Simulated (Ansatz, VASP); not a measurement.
# Ir2Rh (Ir-Rh-Ir stack, (100) layers): VASP beside Ansatz, part 2 of 2

Aim: how closely do two programs agree when they are given the same cell, functional and k mesh? Of the first pair: The structure shown is the start of the Ansatz relaxation below; VASP solves that cell, so the two are compared at the walk's first step.

VASP 6.6.1 and Ansatz 0.2.0.

So far. Step 3 (VASP: single point, PBEsol, start cell, pair 1): The run ends at a pressure of -3.32 GPa, with forces up to 0.68 eV/Å.

### 6. VASP: single point, PBEsol, relaxed cell, pair 2

Level of this step: PBEsol; plane waves and PAW (Ir, Rh_pv) (VASP).

The same cell, functional, mesh and smearing now go to VASP, with its own data sets.

INCAR

```
SYSTEM = Ir2Rh
PREC = Accurate
ENCUT = 400
EDIFF = 1E-06
NELM = 120
ISMEAR = 0
SIGMA = 0.1
LREAL = .FALSE.
ALGO = Normal
GGA = PS
NBANDS = 22
LASPH = .TRUE.
LORBIT = 11
LWAVE = .FALSE.
LCHARG = .FALSE.
ISIF = 2
LDIPOL = .TRUE.
IDIPOL = 3
DIPOL = 0.5 0.5 0.236
LVHAR = .TRUE.
GGA_COMPAT = .FALSE.
NELMDL = -8
KPAR = 2
```

POSCAR

```
Ir2Rh
1.0
    2.6089139975      0.0000000000      0.0000000000
    0.0000000000      2.6089139975      0.0000000000
    0.0000000000      0.0000000000     31.4000000960
Ir Rh
2 1
Direct
    0.0000000000      0.0000000000      0.1751777212
    0.0000000000      0.0000000000      0.2961598570
    0.5000000000      0.5000000000      0.2356687891
```

KPOINTS

```
Automatic mesh
0
Gamma
8 8 1
0 0 0
```

PAW data sets: Ir and Rh_pv (PBE family, release 64).

The run is started by

```sh
> mpirun -np 2 vasp_std
```

Numbers of over 12 decimals in the logs are rounded to 6 here.

The program printed:

```text
[banner, memory and clock lines left out]
running    2 mpi-ranks, on    1 nodes
[...]
[... a notice as in an earlier step ...]

 LDA part: xc-table for (Slater+PW92), standard interpolation
 POSCAR, INCAR and KPOINTS ok, starting setup
[...]
entering main loop
       N       E                     dE             d eps       ncg     rms          rms(c)
DAV:   1     0.214251010418E+03    0.21425E+03   -0.14331E+04   868   0.980E+02
DAV:   2    -0.118241221667E+02   -0.22608E+03   -0.21236E+03   752   0.320E+02
DAV:   3    -0.262964258022E+02   -0.14472E+02   -0.12942E+02   808   0.713E+01
DAV:   4    -0.267086329427E+02   -0.41221E+00   -0.40407E+00   840   0.138E+01
[...]
DAV:  22    -0.249898287450E+02   -0.63384E-05   -0.16757E-07   500   0.243E-03    0.315E-04
DAV:  23    -0.249898336043E+02   -0.48593E-05   -0.16045E-07   482   0.149E-03    0.432E-04
DAV:  24    -0.249898345914E+02   -0.98706E-06   -0.34864E-08   486   0.109E-03
   1 F= -.24989835E+02 E0= -.24979114E+02  d E =-.214413E-01
```

Parts of OUTCAR (step 6):

```text
  Total        0.0748205      0.0748205     -0.0180661      0.0000000      0.0000000      0.0000000
  in kB        0.5608957      0.5608957     -0.1354338      0.0000000      0.0000000      0.0000000
  external PRESSURE =       0.3287858 kB  Pullay stress =       0.0000000 kB

 POSITION                                       TOTAL-FORCE (eV/Angst)
 -----------------------------------------------------------------------------------
      0.00000      0.00000      5.50058         0.000000      0.000000     -0.025217
      0.00000      0.00000      9.29942         0.000000      0.000000      0.025217
      1.30446      1.30446      7.40000         0.000000      0.000000      0.000000
 -----------------------------------------------------------------------------------
    total drift:                                0.000000      0.000000     -0.000002

  FREE ENERGIE OF THE ION-ELECTRON SYSTEM (eV)
  ---------------------------------------------------
  free  energy   TOTEN  =       -24.9898345914 eV

  energy  without entropy=      -24.9683932946  energy(sigma->0) =      -24.97911394

[... 1 part as in an earlier step ...]

[... 2 further parts left out ...]
[key lines of the parts left out:]
E-fermi :  -2.4618
```

The run ends at a pressure of 0.03 GPa, with forces up to 0.025 eV/Å.

### 7. Comparison

What differs besides the data sets and the points named for the pairs above, as far as they apply: the data sets hold 51 valence electrons in Ansatz (on its PAW soft_1 files) and 33 in VASP. Total energies have different zeros and are not compared.

The largest component of a force difference here is 24 meV/Å. Where the cell holds vacuum, a pressure given here is an average over it and none of the material.

### 8. Ansatz: relaxation, PBEsol

The two programs are compared at the cell with which this relaxation starts, whose forces are those of its first step.

The structure compared here is the start of the Ansatz relaxation; VASP solves that cell, so the two are compared at the walk's first step.

input.yaml

```yaml
crystal:
  lattice:
    - [2.6089139975, 0.0, 0.0]
    - [0.0, 2.6089139975, 0.0]
    - [0.0, 0.0, 31.400000096]
  atoms:
    - { symbol: Ir, position: [0.0, 0.0, 0.1751777212] }
    - { symbol: Rh, position: [0.5, 0.5, 0.2356687891] }
    - { symbol: Ir, position: [0.0, 0.0, 0.296159857] }
  periodic: [true, true, false]
kpoints:
  mp_grid: { grid: [12, 12, 1] }
hamiltonian:
  xc: pbesol
  pseudopotentials: { kind: paw, azcp: { folder: soft_1 }, xc_functional: pbe }
scf:
  occupations: { method: gaussian, width: 0.1 }
output:
  forces: true
  stress: true
  eigenvalues: true
relax:
  adjacent_minimum: "off"
  f_tol: 0.005
  max_steps: 80
  cell: { stress_2d_tol: 0.02 }
```

The run is started by

```sh
> ansatz run input.yaml --threads 4 --pin off --max-ram 12288MiB --backend cpu --events-out ev --progress --plain --runs-dir out
```

The program printed:

```text
[...]
Crystal: 3 atoms, lattice volume = 213.722 Å³
Basis set: ecut = 420 eV, 4237 PW (Γ), exchange–correlation on 36×36×432 points (8 copies of the dense FFT grid, shifted against one another)
Bands: 31, of which v1, the nominal top of the filled ones, is band 26 counted from 1 (25 counted from 0)
Symmetry: 16 space group operations
[...]
k-points: 28 of 144
[...]
k-point 27: bands = [... 22 lower, -5.8281, -4.9269, -4.5708, -2.6277, -2.6250, -0.8208, -0.8208, 2.7903, ... 1 higher]
--- Relaxed structure (4 steps of the walk, 3 accepted, 1 SCFs on fresh bases) ---
[...]
cell:  # Å, volume = 214.9645 Å³
    - [2.616487, 0.0, 0.0]
    - [0.0, 2.616487, 0.0]
    - [0.0, 0.0, 31.400000096]
  atoms:
    - { symbol: Ir, position: [0, 0, 0.175467] }
    - { symbol: Rh, position: [0.5, 0.5, 0.2356687891] }
    - { symbol: Ir, position: [0, 0, 0.295871] }
[key lines of the parts left out:]
SCF converged after 9 iterations
Free energy (F): -29936.783309 eV
Fermi energy:    -5.604026 eV
P = ½ c Tr σ = -0.0019 N/m
```

### 9. VASP: single point, PBEsol, start cell, pair 3

The same cell, functional, mesh and smearing now go to VASP, with its own data sets.

INCAR is that of step 6.

POSCAR

```
Ir2Rh
1.0
    2.6089140000      0.0000000000      0.0000000000
    0.0000000000      2.6089140000      0.0000000000
    0.0000000000      0.0000000000     31.4000000000
Ir Rh
2 1
Direct
    0.0000000000      0.0000000000      0.1751777070
    0.0000000000      0.0000000000      0.2961598726
    0.5000000000      0.5000000000      0.2356687898
```

KPOINTS

```
Automatic mesh
0
Gamma
12 12 1
0 0 0
```

The run is started by

```sh
> mpirun -np 2 vasp_std
```

The program printed:

```text
[... set-up lines as in an earlier step ...]
 entering main loop
       N       E                     dE             d eps       ncg     rms          rms(c)
DAV:   1     0.213782113021E+03    0.21378E+03   -0.14060E+04  1584   0.971E+02
DAV:   2    -0.141540677761E+02   -0.22794E+03   -0.21556E+03  1496   0.321E+02
DAV:   3    -0.263755047576E+02   -0.12221E+02   -0.11299E+02  1524   0.686E+01
DAV:   4    -0.266709143670E+02   -0.29541E+00   -0.28669E+00  1636   0.118E+01
[...]
DAV:  22    -0.249128744946E+02   -0.13213E-04   -0.48997E-07   968   0.228E-03    0.329E-04
DAV:  23    -0.249128781343E+02   -0.36397E-05   -0.69048E-08   922   0.114E-03    0.307E-04
DAV:  24    -0.249128790568E+02   -0.92252E-06   -0.23091E-08   862   0.582E-04
   1 F= -.24912879E+02 E0= -.24900258E+02  d E =-.252421E-01
```

OUTCAR, selected parts (step 9):

```text
  Total        0.4166088      0.4166088     -0.1063359      0.0000000      0.0000000      0.0000000
  in kB        3.1231285      3.1231285     -0.7971520      0.0000000      0.0000000      0.0000000
  external PRESSURE =       1.8163683 kB  Pullay stress =       0.0000000 kB

 POSITION                                       TOTAL-FORCE (eV/Angst)
 -----------------------------------------------------------------------------------
      0.00000      0.00000      5.50058        -0.000000     -0.000000     -0.002048
      0.00000      0.00000      9.29942         0.000000     -0.000000      0.002048
      1.30446      1.30446      7.40000         0.000000      0.000000      0.000000
 -----------------------------------------------------------------------------------
    total drift:                                0.000000      0.000000     -0.000002

  FREE ENERGIE OF THE ION-ELECTRON SYSTEM (eV)
  ---------------------------------------------------
  free  energy   TOTEN  =       -24.9128790568 eV

  energy  without entropy=      -24.8876369751  energy(sigma->0) =      -24.90025802

[... 3 further parts left out ...]
[key lines of the parts left out:]
E-fermi :  -2.4341
```

The run ends at a pressure of 0.18 GPa, with forces up to 0.0020 eV/Å.

### 10. Differences

What differs besides the data sets and the points named for the pairs above, as far as they apply: the data sets hold 51 valence electrons in Ansatz (on its PAW soft_1 files) and 33 in VASP. Total energies have different zeros and are not compared.

The largest component of a force difference here is 20 meV/Å. Where the cell holds vacuum, a pressure given here is an average over it and none of the material.

### 11. Summary of results

```json
{
  "r.m.s. force difference (single point, PBEsol, start cell, pair 1)": "2.4 % of the r.m.s. force",
  "r.m.s. force difference (single point, PBEsol, relaxed cell, pair 2)": "11 meV/Å",
  "r.m.s. force difference (single point, PBEsol, start cell, pair 3)": "9.5 meV/Å"
}
```

**Reading.** The r.m.s. force difference is 11 meV/Å (single point, PBEsol, relaxed cell, pair 2), within the 12 meV/Å picked in this series as the mark of a large difference. The data sets hold unlike numbers of valence electrons (51 in Ansatz and 33 in VASP), so part of the differences may come from the potentials. 2 further pairs of this series are not shown here. Such differences can come from data sets, numerical settings and the points named under the comparisons, not from the functional's error against experiment.

[Lines on the potential files, build, host, timing and source positions are cut from VASP's logs without a mark.]

[Logs are printed without paths, hosts, clocks, repeated set-up lines and the standing remarks that a program may print on its own settings, such as how far it seeks lower states.]

[Hosts, paths, dates, database ids (printed as entryN), source tags and the programs' standing remarks are cut or masked in the printed files.]
